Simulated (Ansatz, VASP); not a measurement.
# NaAsF6 (NaAsF6 (Fm-3m)) in two plane-wave programs, part 2 of 2

Aim: how closely do two programs agree when they are given the same cell, functional and k mesh? The two relaxations start from unlike cells of this crystal (the structure described is Ansatz's start), so only their ends are compared.

VASP 6.6.1 and Ansatz 0.2.0.

So far: The starting structure; Ansatz: relaxation of cell and atoms, LDA; VASP: relaxation of cell and atoms, LDA.

**3. VASP: relaxation of cell and atoms, LDA (continued)**

Level of this step: LDA; plane waves and PAW (Na_pv, As, F) (VASP).

Numbers of over 12 decimals in the logs are rounded to 6 here.

From OUTCAR (step 3):

```text
ion  position               nearest neighbor table
   1  0.500  0.500  0.500-   4 2.18   5 2.18   6 2.18   3 2.18   7 2.18   8 2.18
   2  0.000  0.000  0.000-   3 1.74   7 1.74   8 1.74   6 1.74   4 1.74   5 1.74
   3  0.778  0.778  0.222-   2 1.74   1 2.18
   4  0.222  0.778  0.222-   2 1.74   1 2.18
   5  0.778  0.222  0.222-   2 1.74   1 2.18
   6  0.222  0.222  0.778-   2 1.74   1 2.18
   7  0.778  0.222  0.778-   2 1.74   1 2.18
   8  0.222  0.778  0.778-   2 1.74   1 2.18

  LATTYP: Found a face centered cubic cell.
 ALAT       =     7.8447262440

 Subroutine GETGRP returns: Found 48 space group operations
 (whereof 48 operations were pure point group operations)

The static configuration has the point symmetry O_h .

 Found     16 irreducible k-points:

   k-points           NKPTS =     16   k-points in BZ     NKDIM =     16   number of bands    NBANDS=     35

   dimension x,y,z NGX =    48 NGY =   48 NGZ =   48
   dimension x,y,z NGXF=    96 NGYF=   96 NGZF=   96

   ENCUT  =  600.0 eV  44.10 Ry    6.64 a.u.  11.08 11.08 11.08*2*pi/ulx,y,z

   NELECT =      54.0000    total number of electrons

 k-points in reciprocal lattice and weights: Automatic mesh
   0.00000000  0.00000000  0.00000000       0.005
   0.16666667  0.00000000  0.00000000       0.037
   0.33333333  0.00000000  0.00000000       0.037
   0.50000000  0.00000000  0.00000000       0.019
   0.16666667  0.16666667  0.00000000       0.028
   0.33333333  0.16666667  0.00000000       0.111
   0.50000000  0.16666667  0.00000000       0.111
  -0.33333333  0.16666667  0.00000000       0.111
  -0.16666667  0.16666667  0.00000000       0.056
[...]
-0.33333333  0.33333333  0.16666667       0.111
  -0.33333333  0.50000000  0.16666667       0.056

 average (electrostatic) potential at core
       1 -46.6441       2 -61.5394       3 -80.3734       4 -80.3734       5 -80.3734
       6 -80.3734       7 -80.3734       8 -80.3734

 E-fermi :  -1.4388

 k-point     1 :       0.0000    0.0000    0.0000
  band No.  band energies     occupation
    ...
     23      -4.9022      2.00000
     24      -4.9022      2.00000
     25      -4.0933      2.00000
     26      -4.0933      2.00000
     27      -4.0933      2.00000
     28       1.2157      0.00000
     29       5.2443      0.00000
     30       7.4647      0.00000
     31       7.4647      0.00000
     32       7.4647      0.00000
    ...

 k-point     2 :       0.1667    0.0000    0.0000
  band No.  band energies     occupation
    ...
     23      -4.9301      2.00000
     24      -4.8775      2.00000
     25      -4.1421      2.00000
     26      -4.1421      2.00000
     27      -4.1217      2.00000
     28       1.4380      0.00000
     29       5.3573      0.00000
     30       7.3258      0.00000
     31       7.6185      0.00000
     32       7.6185      0.00000
    ...

 k-point     3 :       0.3333    0.0000    0.0000
  band No.  band energies     occupation
    ...
     23      -4.9204      2.00000
     24      -4.8215      2.00000
     25      -4.2383      2.00000
     26      -4.2383      2.00000
     27      -4.1851      2.00000
     28       1.8989      0.00000
     29       5.6100      0.00000
     30       6.9450      0.00000
     31       7.9624      0.00000
     32       7.9624      0.00000
    ...

  Total        0.0020738      0.0020738      0.0020738      0.0000000     -0.0000000      0.0000000
  in kB        0.0274670      0.0274670      0.0274670      0.0000000     -0.0000000      0.0000000
  external PRESSURE =       0.0274670 kB  Pullay stress =       0.0000000 kB

  energy-cutoff  :      600.00
  volume of cell :      120.97
      direct lattice vectors                 reciprocal lattice vectors
     0.000000000  3.925370014  3.925370014    -0.127376527  0.127376527  0.127376527
     3.925370014 -0.000000000  3.925370014     0.127376527 -0.127376527  0.127376527
     3.925370014  3.925370014  0.000000000     0.127376527  0.127376527 -0.127376527

 POSITION                                       TOTAL-FORCE (eV/Angst)
 -----------------------------------------------------------------------------------
      3.92537      3.92537      3.92537         0.000000      0.000000      0.000000
      3.92537     -0.00000      3.92537         0.000000      0.000000      0.000000
      3.92537      3.92537      6.11120        -0.000000      0.000000     -0.001830
      3.92537      1.73955      3.92537         0.000000      0.001830      0.000000
      1.73955      3.92537      3.92537         0.001830      0.000000      0.000000
      3.92537      3.92537      1.73955         0.000000      0.000000      0.001830
      3.92537      6.11120      3.92537        -0.000000     -0.001830      0.000000
      6.11120      3.92537      3.92537        -0.001830      0.000000      0.000000
 -----------------------------------------------------------------------------------
    total drift:                               -0.001589     -0.001589     -0.001589

  FREE ENERGIE OF THE ION-ELECTRON SYSTEM (eV)
  ---------------------------------------------------
  free  energy   TOTEN  =       -39.6860572930 eV

  energy  without entropy=      -39.6860572930  energy(sigma->0) =      -39.68605729

 reached required accuracy - stopping structural energy minimisation

 total charge
# of ion       s       p       d       tot
------------------------------------------
    1        0.042   5.993   0.000   6.035
    2        1.000   1.293   0.493   2.786
    3        1.733   4.360   0.000   6.093
    4        1.733   4.360   0.000   6.093
    5        1.733   4.360   0.000   6.093
    6        1.733   4.360   0.000   6.093
    7        1.733   4.360   0.000   6.093
    8        1.733   4.360   0.000   6.093
--------------------------------------------------
tot         11.442  33.445   0.493  45.380

[... 3 further parts left out ...]
```

CONTCAR:

```
NaAsF6
   1.00000000000000
     0.0000000000000000    3.9253700144149204    3.9253700144149204
     3.9253700144149204   -0.0000000000000000    3.9253700144149204
     3.9253700144149204    3.9253700144149204    0.0000000000000000
  Na              As              F
     1     1     6
Direct
     0.5000000000000000    0.5000000000000000    0.5000000000000000
     0.0000000000000000    1.0000000000000000    0.0000000000000000
     0.7784229029897246    0.7784229029897246    0.2215770970102754
     0.2215772225102769    0.7784227774897231    0.2215772225102769
     0.7784227774897231    0.2215772225102769    0.2215772225102769
     0.2215772225102769    0.2215772225102769    0.7784227774897231
     0.7784229029897246    0.2215770970102754    0.7784229029897246
     0.2215770970102754    0.7784229029897246    0.7784229029897246
```

**4. Comparison**

Known differences besides the potentials themselves: the two LDA forms differ slightly; fixed occupations in Ansatz, narrow Gaussian smearing in VASP; the data sets hold 66 valence electrons in Ansatz (on its default PAW (the set named soft_2) files) and 54 in VASP; the cutoff is 420 eV in Ansatz and 600 eV in VASP; VASP's log shows a relativistic correction to its local exchange, Ansatz's none; Ansatz adds a Pulay correction to the stress that steers its cell, VASP none. Total energies have different zeros and are not compared.

Compared:

```tsv
quantity	Ansatz	VASP	difference
volume (Å³)	121.78	120.97	+0.67 %
edge a after relaxation, in the typed setting (Å)	5.564	5.551	+0.22 %
```

**5. Results**

| Quantity | Value |
| --- | --- |
| difference in volume (relaxation of cell and atoms, LDA) | 0.67 % |

What this shows: The difference in volume is 0.67 % (relaxation of cell and atoms, LDA), within the 1.2 % picked in this series as the mark of a large difference, as far as the stopping tolerances let one tell. The data sets hold unlike numbers of valence electrons (66 in Ansatz and 54 in VASP), so part of the differences comes from the potentials. Such differences can come from data sets, numerical settings and the points named under the comparisons, not from the functional's error against experiment.

[Lines on the potential files, build, host, timing and source positions are cut from VASP's logs without a mark.]

[Logs are printed without paths, hosts, clocks, repeated set-up lines and the standing remarks that a program may print on its own settings, such as how far it seeks lower states.]

[Hosts, paths, dates, database ids (printed as entryN), source tags and the programs' standing remarks are cut or masked in the printed files.]
